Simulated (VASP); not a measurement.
Method: vdW-DF2, VASP's PBE PAW potentials (set 64) (plane waves; VASP).

VASP input:

File KPOINTS:
```
Automatic mesh
0
Gamma
13 13 7
0 0 0
```

**POSCAR**
```
Sc
1.0
  1.6989763398  -2.9427132513   0.0000000000
  1.6989763398   2.9427132513   0.0000000000
  0.0000000000   0.0000000000   5.2759789698
Sc
2
Direct
  0.3333330000   0.6666670000   0.2500000000
  0.6666670000   0.3333330000   0.7500000000
```

### INCAR
```
SYSTEM = Sc
PREC = Accurate
ENCUT = 520
EDIFF = 1E-7
NELM = 100
ALGO = Normal
LREAL = .FALSE.
LASPH = .TRUE.
ISMEAR = 1
SIGMA = 0.1
GGA = ML
ZAB_VDW = -1.8867
LUSE_VDW = .TRUE.
AGGAC = 0.0
LMAXMIX = 4
LWAVE = .FALSE.
LCHARG = .FALSE.
ISIF = 4
IBRION = 2
NSW = 30
EDIFFG = -0.01
```

POTCAR, in this order: Sc_sv (PBE.64 set). Program: vasp_std.

The resulting files:

File OSZICAR:
```
       N       E                     dE             d eps       ncg     rms          rms(c)
DAV:   1     0.401915865135E+03    0.40192E+03   -0.11077E+04  2536   0.154E+03
DAV:   2     0.172478491686E+02   -0.38467E+03   -0.37874E+03  3585   0.657E+02
DAV:   3    -0.703099536519E+01   -0.24279E+02   -0.23697E+02  4187   0.187E+02
DAV:   4    -0.751330789284E+01   -0.48231E+00   -0.47713E+00  3928   0.250E+01
DAV:   5    -0.752208296484E+01   -0.87751E-02   -0.86348E-02  4184   0.323E+00    0.675E+00
DAV:   6    -0.651079899451E+01    0.10113E+01   -0.26273E+00  3178   0.203E+01    0.195E+00
DAV:   7    -0.640381654995E+01    0.10698E+00   -0.51353E-01  3360   0.816E+00    0.800E-01
DAV:   8    -0.639912503570E+01    0.46915E-02   -0.40031E-02  3437   0.323E+00    0.231E-01
DAV:   9    -0.639835203407E+01    0.77300E-03   -0.91994E-03  3332   0.131E+00    0.349E-02
DAV:  10    -0.639852679328E+01   -0.17476E-03   -0.52520E-04  3755   0.349E-01    0.124E-02
DAV:  11    -0.639852002204E+01    0.67712E-05   -0.14060E-05  4040   0.543E-02    0.483E-03
DAV:  12    -0.639852197996E+01   -0.19579E-05   -0.54314E-06  3565   0.306E-02    0.144E-03
DAV:  13    -0.639852101811E+01    0.96185E-06   -0.30070E-07  2751   0.712E-03    0.346E-04
DAV:  14    -0.639852108121E+01   -0.63096E-07   -0.23634E-08  2016   0.398E-03
   1 F= -.63985211E+01 E0= -.63978917E+01  d E =-.639852E+01
       N       E                     dE             d eps       ncg     rms          rms(c)
DAV:   1    -0.639856805105E+01   -0.47033E-04   -0.58504E-03  2744   0.164E+00    0.500E-02
DAV:   2    -0.639856218346E+01    0.58676E-05   -0.42480E-04  4039   0.328E-01    0.320E-02
DAV:   3    -0.639853946442E+01    0.22719E-04   -0.74478E-05  4739   0.111E-01    0.450E-03
DAV:   4    -0.639853908364E+01    0.38078E-06   -0.36659E-06  3845   0.310E-02    0.230E-03
DAV:   5    -0.639853889548E+01    0.18816E-06   -0.10482E-07  1905   0.664E-03    0.492E-04
DAV:   6    -0.639853887527E+01    0.20205E-07   -0.30395E-08  1680   0.374E-03
   2 F= -.63985389E+01 E0= -.63979224E+01  d E =-.177941E-04
```

### OUTCAR
```
------------------------ aborting loop because EDIFF is reached ----------------------------------------
  FORCE on cell =-STRESS in cart. coord.  units (eV):
  Direction    XX          YY          ZZ          XY          YZ          ZX
  --------------------------------------------------------------------------------------
  Total       -0.9226618     -0.9226618     -0.9423378      0.0000000      0.0000000      0.0000000
  in kB      -28.0210766    -28.0210750    -28.6186323      0.0000000      0.0000000      0.0000000
  external PRESSURE =     -28.2202613 kB  Pullay stress =       0.0000000 kB
  volume of cell :       52.76
      direct lattice vectors                 reciprocal lattice vectors
     1.699493893 -2.943609683  0.000000000     0.294205235 -0.169859477  0.000000000
     1.699493893  2.943609683  0.000000000     0.294205235  0.169859477  0.000000000
     0.000000000  0.000000000  5.272766027    -0.000000000 -0.000000000  0.189653778
 POSITION                                       TOTAL-FORCE (eV/Angst)
 -----------------------------------------------------------------------------------
      1.69949      0.98121      1.31819         0.000000      0.000000      0.000000
      1.69949     -0.98121      3.95457        -0.000000     -0.000000     -0.000000
 -----------------------------------------------------------------------------------
    total drift:                                0.000135      0.000711     -0.000015
  FREE ENERGIE OF THE ION-ELECTRON SYSTEM (eV)
  ---------------------------------------------------
  free  energy   TOTEN  =        -6.3985388753 eV

  energy  without entropy=       -6.3966893218  energy(sigma->0) =       -6.39792236

 reached required accuracy - stopping structural energy minimisation
```
(Selected blocks of OUTCAR.)

### CONTCAR
```
Sc
   1.00000000000000
     1.6994938926574672   -2.9436096831040945    0.0000000000000000
     1.6994938926574672    2.9436096831040945    0.0000000000000000
     0.0000000000000000    0.0000000000000000    5.2727660270614329
  Sc
     2
Direct
     0.3333330000000032    0.6666669999999968    0.2500000000000000
     0.6666669999999968    0.3333330000000032    0.7500000000000000
```

The compound is Sc in the hcp structure. This cell is one point of a volume scan, at 1.06 of the reference volume. Symmetry was kept, so distortions that lower it aren't found.
